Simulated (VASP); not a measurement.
An input for Quantum ESPRESSO's pw.x (written as the equivalent of a VASP run, and not itself run):

```
&CONTROL
  calculation = 'scf'
  pseudo_dir = './pseudo'
  outdir = './out'
  tprnfor = .true.
  tstress = .true.
/
&SYSTEM
  ibrav = 0
  nat = 3
  ntyp = 2
  ecutwfc = 84
  occupations = 'tetrahedra'
  input_dft = 'rpbe'
/
&ELECTRONS
  conv_thr = 7.3e-09
  electron_maxstep = 100
/
ATOMIC_SPECIES
  Ca 40.078 Ca.upf
  F 18.998 F.upf
CELL_PARAMETERS angstrom
     0.0000000    2.8061878    2.8061878
     2.8061878    0.0000000    2.8061878
     2.8061878    2.8061878    0.0000000
ATOMIC_POSITIONS crystal
  Ca   0.0000000  0.0000000  0.0000000
  F    0.2500000  0.2500000  0.2500000
  F    0.7500000  0.7500000  0.7500000
K_POINTS automatic
  8 8 8 0 0 0
```

**Question.** Write the VASP files for the same calculation (RPBE).

**Answer.** Several could match; the one computed here: 
**POSCAR**
```
CaF2
1.0
  0.0000000000   2.8061877874   2.8061877874
  2.8061877874   0.0000000000   2.8061877874
  2.8061877874   2.8061877874   0.0000000000
Ca F
1 2
Cartesian
  0.0000000000   0.0000000000   0.0000000000
  1.4030938937   1.4030938937   1.4030938937
  4.2092816811   4.2092816811   4.2092816811
```

### KPOINTS
```
Automatic mesh
0
Gamma
8 8 8
0 0 0
```

### INCAR
```
SYSTEM  =  CaF2
PREC  =  Accurate; ENCUT  =  520; LREAL  =  .FALSE.
LASPH  =  .TRUE.
EDIFF  =  1E-7; NELM  =  100; ALGO  =  Normal
ISMEAR  =  -5
GGA  =  RP
ISIF  =  2
LWAVE  =  .FALSE.; LCHARG  =  .TRUE.; LORBIT  =  11
NEDOS  =  601
LEFG  =  .TRUE.
```

POTCAR, in this order: Ca_sv F (PBE.64 set). Program: vasp_std.

Limits of the translation: the potentials are each code's own (VASP's PAW set, PseudoDojo norm-conserving files in pw.x), so ENCUT and ecutwfc are chosen apart and not converted; conv_thr bounds pw.x's estimated SCF error, while EDIFF bounds the energy change between steps; the field gradients of LEFG aren't asked of the other code.

The compound is CaF2 in the fluorite structure. It was relaxed first, which changed the volume by +9 %.
